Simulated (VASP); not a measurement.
Consider the following.

```xyz
4
Lattice="0.0192 3.8548 3.8504 3.8548 0.0192 3.8504 1.9370 1.9370 0.0000" Properties=species:S:1:pos:R:3 pbc="T T T"
Pd     3.8548     0.0192     3.8504
Pd     1.9274     0.0096     1.9252
Pd     1.9466     3.8644     1.9252
Ir     3.8740     3.8740     3.8504
```

Calculation: PBEsol GGA, VASP's PBE PAW potentials (set 64) (plane waves; VASP 6.6.1). Settings: 400 eV cut-off, 8×8×15 Γ-centred mesh, tetrahedra with Blöchl corrections, potentials Pd Ir.

The cores are frozen, which limits the accuracy of field gradients.

Task: Give the principal components of the electric field gradient (V/Å²) and the asymmetry η at each nucleus.

Result: 
| atom | Vxx | Vyy | Vzz | η |
|---|---|---|---|---|
| Pd1 | -21.4 | -8.2 | 29.6 | 0.45 |
| Pd2 | -15.2 | -12.6 | 27.8 | 0.09 |
| Pd3 | -15.2 | -12.6 | 27.8 | 0.09 |
| Ir4 | -23.1 | -0.4 | 23.5 | 0.97 |

The structure was generated: IrPd3 was put into an ordered model structure (Cmmm), which need not be its known phase. It was relaxed first.
